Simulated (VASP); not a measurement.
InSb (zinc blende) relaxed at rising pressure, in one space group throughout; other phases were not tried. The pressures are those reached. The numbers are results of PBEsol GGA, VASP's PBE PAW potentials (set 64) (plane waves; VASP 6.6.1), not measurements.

```json
[
 {"P (GPa)": "0.03", "V (Å³/atom)": "34.620", "k-mesh": "10×10×10"},
 {"P (GPa)": "4.94", "V (Å³/atom)": "31.573", "k-mesh": "7×7×7"},
 {"P (GPa)": "9.90", "V (Å³/atom)": "29.571", "k-mesh": "7×7×7"},
 {"P (GPa)": "20.00", "V (Å³/atom)": "26.863", "k-mesh": "8×8×8"},
 {"P (GPa)": "30.00", "V (Å³/atom)": "25.057", "k-mesh": "8×8×8"}
]
```

A change of mesh leaves a small step in the series.

### Question
Fit an equation of state and predict the volume at 45.05 GPa.

### Answer
Least squares on the third-order Birch-Murnaghan form, P = (3B0/2)(y⁷ − y⁵)[1 + (3/4)(B′ − 4)(y² − 1)] with y = (V0/V)^(1/3), gives V0 = 34.630 Å³/atom, B0 = 43 GPa and B′ = 4.7, and so 23.156 Å³/atom. The run gave 23.131 Å³/atom, -0.1 % from the fit.

Pressures at which the relaxation failed are left out.

The compound is InSb in the zinc blende structure.
